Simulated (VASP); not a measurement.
AlCu, 2 atoms in the cell. It takes space group P4mm (No. 99, tetragonal). The conventional cell has a = 2.998 Å, b = 2.998 Å, c = 2.998 Å, α = 90.00°, β = 90.00°, γ = 90.00°. Al (site symmetry 4mm) is surrounded by 8 Cu at 2.53 to 2.67 Å. Cu (site symmetry 4mm) has 8 Al at 2.53 to 2.67 Å as nearest neighbours. The cell comes from a database or a generator and needn't be the stable form of this composition. The cell isn't the ideal one: all Cu atoms moved +0.125 Å, as atom 2 along Cartesian [0 0 1].

```yaml
Program: VASP 6.6.1
Task: single point
Functional: LDA
Potentials_or_basis: VASP PAW LDA potentials, release 64 (Al, Cu)
Cutoff: 520 eV
k_mesh: 16 × 16 × 16
Occupations: gaussian, width 0.15 eV
Spin: no spin polarisation
Dipole_correction: no
Further_INCAR_settings: ALGO = Fast; EDIFF = 1e-06; NBANDS = 14
```

Potentials or basis: VASP PAW LDA potentials, release 64 (Al, Cu).

The run is started by

```console
$ cat potpaw_LDA.64/Al/POTCAR potpaw_LDA.64/Cu/POTCAR > POTCAR
$ mpirun -np 1 vasp_std > vasp.out
```

Hardware: 1 thread of Intel(R) Xeon(R) 6975P-C (Granite Rapids) (shared host).

Task: Estimate the wall time of this run.

Result: Wall time 43 s on 1 thread of Intel(R) Xeon(R) 6975P-C (Granite Rapids), on a shared host, peak memory 0.25 GiB. Counts: scf iterations 16, k points 405.
